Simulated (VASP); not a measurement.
Here is the system:

```
CELL_PARAMETERS angstrom
      1.34440    -2.32857     0.00000
      1.34440     2.32857     0.00000
      0.00000     0.00000     4.89120
ATOMIC_POSITIONS crystal
  Zn 0.33333 0.66667 0.25000
  Zn 0.66667 0.33333 0.75000
```

Calculation: RPBE GGA, VASP's PBE PAW potentials (set 64) (plane waves; VASP 6.6.1). Numerical set-up: 520 eV cut-off, 15×15×8 Γ-centred mesh, first-order Methfessel-Paxton smearing of 0.10 eV, potentials Zn.

Problem. The ions and cell shape at fixed volume are relaxed. What does this cell relax into?

Solution. 
```
CELL_PARAMETERS angstrom
      1.32378    -2.29285     0.00000
      1.32378     2.29285     0.00000
      0.00000     0.00000     5.04479
ATOMIC_POSITIONS crystal
  Zn 0.33333 0.66667 0.25000
  Zn 0.66667 0.33333 0.75000
```
Space group P6_3/mmc (194), at a tolerance of 0.03 Å.

Problem. How much energy does the relaxation gain?

Solution. The energy (σ→0) changes by -7.0 meV/atom, in 3 ionic steps.

```tsv
step	E(σ→0) (eV)	max force (eV/Å)	pressure (GPa)	volume (Å³)
1	-1.4670	0.000	2.30	30.62
2	-1.4713	0.000	2.43	30.62
3	-1.4811	0.000	3.01	30.62
```

The compound is Zn in the hcp structure. This cell is one point of a volume scan, at 0.97 of the reference volume. Symmetry was kept, so distortions that lower it aren't found.
